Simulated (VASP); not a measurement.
Consider the following.

```
Cr
1.0
    2.77400     0.00000     0.00000
    0.00000     2.77400     0.00000
    0.00000     0.00000     2.77400
Cr
2
Direct
  0.00000   0.00000   0.00000
  0.50000   0.50000   0.50000
```

These are LDA (Ceperley-Alder, Perdew-Zunger), VASP's LDA PAW potentials (set 64) (plane waves; VASP) values and carry that method's errors. Numerical set-up: 500 eV cut-off, 13×13×13 Γ-centred mesh, first-order Methfessel-Paxton smearing of 0.10 eV, potentials Cr_pv.

Task: Predict the energy per atom (σ→0), pressure, band gap (on the k-mesh) with the smallest direct gap where there is one.

Result: 
| Item | Result |
|---|---|
| band gap (on the k-mesh) | none (metal, semimetal or under 0.01 eV) |
| energy per atom (σ→0) | -10.625 eV/atom |
| pressure | 4.70 GPa |

The compound is Cr in the bcc, AFM order structure. It was relaxed first under an external pressure of 5 GPa. The run is not spin-polarised, so no magnetic state was tried.
